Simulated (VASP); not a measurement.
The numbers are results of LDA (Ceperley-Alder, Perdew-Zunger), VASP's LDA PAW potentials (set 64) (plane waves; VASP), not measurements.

VASP ran on this input.

### KPOINTS
```
Regular mesh
0
G
19 19 19
```

### INCAR
```
MAGMOM=0.6
ISMEAR=1   ! Methfessel-Paxton
SYSTEM=Ni
LWAVE=.False.
NSW=40
IBRION=2
LCHARG=.False.
ENCUT=500
NELM=100   ! most electronic steps
ISPIN=2
LMAXMIX=4   ! l cut-off of mixed one-centre charges
LASPH=.True.   ! aspherical one-centre terms
ISIF=3   ! ions, shape and volume
PREC=Accurate
SIGMA=0.1   ! width (eV)
LREAL=.False.
LORBIT=10
EDIFFG=-0.02
PSTRESS=450
EDIFF=1E-6
ALGO=Normal   ! blocked Davidson
```

POSCAR:
```
Ni
1.0
  0.0000000000   1.6582564310   1.6582564310
  1.6582564310   0.0000000000   1.6582564310
  1.6582564310   1.6582564310   0.0000000000
Ni
1
Direct
  0.0000000000   0.0000000000   0.0000000000
```

POTCAR, in this order: Ni (LDA.64 set). Program: vasp_std.

Energy and stress use the plane-wave basis of the starting cell.

**Question.** What does the run give for the energy per atom (σ→0), cell moment, volume per atom, band gap (on the k-mesh)?

**Answer.** 
```
Item                                                         Value
------------------------  ----------------------------------------
energy per atom (σ→0)                               -6.429 eV/atom
cell moment                                                0.53 μB
band gap (on the k-mesh)  none (metal, semimetal or under 0.01 eV)
volume per atom                                       8.80 Å³/atom
```

### OSZICAR
```
...
   3 F= -.39576188E+01 E0= -.39577157E+01  d E =-.156807E-01  mag=     0.5264
       N       E                     dE             d eps       ncg     rms          rms(c)
DAV:   1    -0.642947445397E+01    0.23552E-02   -0.28067E-03  8255   0.971E-01    0.109E-01
DAV:   2    -0.642934487430E+01    0.12958E-03   -0.18481E-03  8312   0.710E-01    0.383E-02
DAV:   3    -0.642931669568E+01    0.28179E-04   -0.18844E-04  8324   0.242E-01    0.179E-02
DAV:   4    -0.642931276954E+01    0.39261E-05   -0.27096E-06  7904   0.145E-02    0.971E-03
DAV:   5    -0.642931235841E+01    0.41113E-06   -0.81975E-07  4059   0.763E-03
   4 F= -.39576359E+01 E0= -.39577327E+01  d E =-.156977E-01  mag=     0.5263
```

The compound is Ni in the fcc structure. This run relaxes it under an external pressure of 45 GPa. Symmetry was kept, so distortions that lower it aren't found.
